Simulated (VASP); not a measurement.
Output of a VASP run:

File OUTCAR:
```
 ion  position               nearest neighbor table
   1  0.000  0.000  0.000-   2 2.35   2 2.35   2 2.35   2 2.35   2 2.35   2 2.35
   2  0.500  0.500  0.500-   1 2.35   1 2.35   1 2.35   1 2.35   1 2.35   1 2.35
  LATTYP: Found a face centered cubic cell.
 ALAT       =     4.6920981242
 Subroutine PRICEL returns:
 Original cell was already a primitive cell.
 Subroutine GETGRP returns: Found 48 space group operations
The static configuration has the point symmetry O_h .
The dynamic configuration has the point symmetry O_h .
 Subroutine INISYM returns: Found 48 space group operations
 Subroutine IBZKPT returns following result:
 Found     35 irreducible k-points:

 Following reciprocal coordinates:
            Coordinates               Weight
  0.000000  0.000000  0.000000      1.000000
  0.111111  0.000000  0.000000      8.000000
  0.222222  0.000000  0.000000      8.000000
  0.333333  0.000000  0.000000      8.000000
  0.444444  0.000000  0.000000      8.000000
  0.111111  0.111111  0.000000      6.000000
  0.222222  0.111111  0.000000     24.000000
  0.333333  0.111111  0.000000     24.000000
  0.444444  0.111111  0.000000     24.000000
 -0.444444  0.111111  0.000000     24.000000
 -0.333333  0.111111  0.000000     24.000000
 -0.222222  0.111111  0.000000     24.000000
 -0.111111  0.111111  0.000000     12.000000
  0.222222  0.222222  0.000000      6.000000
  0.333333  0.222222  0.000000     24.000000
  0.444444  0.222222  0.000000     24.000000
 -0.444444  0.222222  0.000000     24.000000
 -0.333333  0.222222  0.000000     24.000000
 -0.222222  0.222222  0.000000     12.000000
  0.333333  0.333333  0.000000      6.000000
  0.444444  0.333333  0.000000     24.000000
 -0.444444  0.333333  0.000000     24.000000
 -0.333333  0.333333  0.000000     12.000000
  0.444444  0.444444  0.000000      6.000000
 -0.444444  0.444444  0.000000     12.000000
  0.333333  0.222222  0.111111     24.000000
  0.444444  0.222222  0.111111     48.000000
 -0.444444  0.222222  0.111111     48.000000
  0.444444  0.333333  0.111111     24.000000
 -0.444444  0.333333  0.111111     48.000000
 -0.333333  0.333333  0.111111     48.000000
 -0.222222  0.333333  0.111111     24.000000
 -0.444444  0.444444  0.111111     24.000000
 -0.333333  0.444444  0.111111     24.000000
 -0.333333  0.444444  0.222222     24.000000
   k-points           NKPTS =     35   k-points in BZ     NKDIM =     35   number of bands    NBANDS=     11
   number of dos      NEDOS =    301   number of ions     NIONS =      2
   total plane-waves  NPLWV =  21952
   dimension x,y,z NGX =    28 NGY =   28 NGZ =   28
   dimension x,y,z NGXF=    56 NGYF=   56 NGZF=   56
   ions per type =               1   1
   PREC   = accura    normal or accurate (medium, high low for compatibility)
   ISTART =      0    job   : 0-new  1-cont  2-samecut
   ICHARG =      2    charge: 1-file 2-atom 10-const
   ISPIN  =      1    spin polarized calculation?
   LNONCOLLINEAR =      F non collinear calculations
   LSORBIT =      F    spin-orbit coupling
   INIWAV =      1    electr: 0-lowe 1-rand  2-diag
   ENCUT  =  520.0 eV  38.22 Ry    6.18 a.u.   6.17  6.17  6.17*2*pi/ulx,y,z
   NELM   =    100;   NELMIN=  2; NELMDL= -5     # of ELM steps
   EDIFF  = 0.1E-05   stopping-criterion for ELM
   LREAL  =      F    real-space projection
   NLSPLINE    = F    spline interpolate recip. space projectors
   LMAXMIX     =    2 max onsite mixed and CHGCAR
   VOSKOWN=      0    Vosko Wilk Nusair interpolation
   EDIFFG = -.1E-01   stopping-criterion for IOM
   NSW    =     60    number of steps for IOM
   NBLOCK =      1;   KBLOCK =     60    inner block; outer block
   IBRION =      2    ionic relax: 0-MD 1-quasi-New 2-CG
   NFREE  =      1    steps in history (QN), initial steepest desc. (CG)
   ISIF   =      3    stress and relaxation
   ISYM   =      2    0-nonsym 1-usesym 2-fastsym
   TEIN   =    0.0    initial temperature
   TEBEG  =    0.0;   TEEND  =   0.0 temperature during run
...
```

OSZICAR:
```
       N       E                     dE             d eps       ncg     rms          rms(c)
DAV:   1     0.111304146299E+03    0.11130E+03   -0.81395E+03   782   0.152E+03
DAV:   2    -0.325032751356E+01   -0.11455E+03   -0.10659E+03   849   0.361E+02
DAV:   3    -0.940829531409E+01   -0.61580E+01   -0.61394E+01   878   0.872E+01
DAV:   4    -0.947124075601E+01   -0.62945E-01   -0.62933E-01   848   0.935E+00
DAV:   5    -0.947193707830E+01   -0.69632E-03   -0.69631E-03   887   0.100E+00    0.542E+00
DAV:   6    -0.857840910548E+01    0.89353E+00   -0.39271E+00   917   0.185E+01    0.187E+00
DAV:   7    -0.856706672973E+01    0.11342E-01   -0.30183E-02   773   0.258E+00    0.105E+00
DAV:   8    -0.856840686696E+01   -0.13401E-02   -0.29757E-02   773   0.451E+00    0.123E-01
DAV:   9    -0.856931949108E+01   -0.91262E-03   -0.41123E-03   863   0.681E-01    0.911E-02
DAV:  10    -0.856923132795E+01    0.88163E-04   -0.54518E-04   818   0.313E-01    0.921E-03
DAV:  11    -0.856922970430E+01    0.16237E-05   -0.15753E-05   869   0.938E-02    0.347E-03
DAV:  12    -0.856922992453E+01   -0.22023E-06   -0.13540E-06   800   0.258E-02
   1 F= -.85692299E+01 E0= -.85692299E+01  d E =-.856923E+01
```

File OUTCAR:
```
------------------------ aborting loop because EDIFF is reached ----------------------------------------
  FORCE on cell =-STRESS in cart. coord.  units (eV):
  Direction    XX          YY          ZZ          XY          YZ          ZX
  --------------------------------------------------------------------------------------
  Total        0.0188425      0.0188425      0.0188425      0.0000000     -0.0000000      0.0000000
  in kB        1.1689823      1.1689823      1.1689823      0.0000000     -0.0000000      0.0000000
  external PRESSURE =       1.1689823 kB  Pullay stress =       0.0000000 kB
  volume of cell :       25.83
      direct lattice vectors                 reciprocal lattice vectors
     0.000000000  2.346049062  2.346049062    -0.213124273  0.213124273  0.213124273
     2.346049062  0.000000000  2.346049062     0.213124273 -0.213124273  0.213124273
     2.346049062  2.346049062  0.000000000     0.213124273  0.213124273 -0.213124273
  FREE ENERGIE OF THE ION-ELECTRON SYSTEM (eV)
  ---------------------------------------------------
  free  energy   TOTEN  =        -8.5692299245 eV

  energy  without entropy=       -8.5692299245  energy(sigma->0) =       -8.56922992

 reached required accuracy - stopping structural energy minimisation
```
(Selected blocks of OUTCAR.)

**POSCAR**
```
NaF
1
    0.0000000000     2.3460490621     2.3460490621
    2.3460490621     0.0000000000     2.3460490621
    2.3460490621     2.3460490621    -0.0000000000
Na F
1 1
Direct
  1.0000000000   1.0000000000   1.0000000000
  0.5000000000   0.5000000000   0.5000000000
```

Write an INCAR and KPOINTS that could have produced this output.

This is not unique; one that fits is the input of the run itself, PBE GGA, plane waves, VASP's PBE PAW potentials (set 64).

### INCAR
```
GGA = PE   # PBE
LASPH = .TRUE.   # aspherical one-centre terms
LCHARG = .FALSE.
PREC = Accurate
ALGO = Normal
NELM = 100   # most electronic steps
LWAVE = .FALSE.
EDIFF = 1E-6   # SCF stop (eV)
SYSTEM = NaF
SIGMA = 0.05   # width (eV)
EDIFFG = -0.01
ISIF = 3
ENCUT = 520
LREAL = .FALSE.   # projection in real space or not
ISMEAR = 0   # Gaussian
IBRION = 2
NSW = 60   # most ionic steps
```

### KPOINTS
```
Automatic mesh
0
Gamma
9 9 9
0 0 0
```

POTCAR, in this order: Na_pv F (PBE.64 set). Program: vasp_std.

The compound is NaF in the rock salt structure. It was relaxed first. The start is the result of an earlier pass.
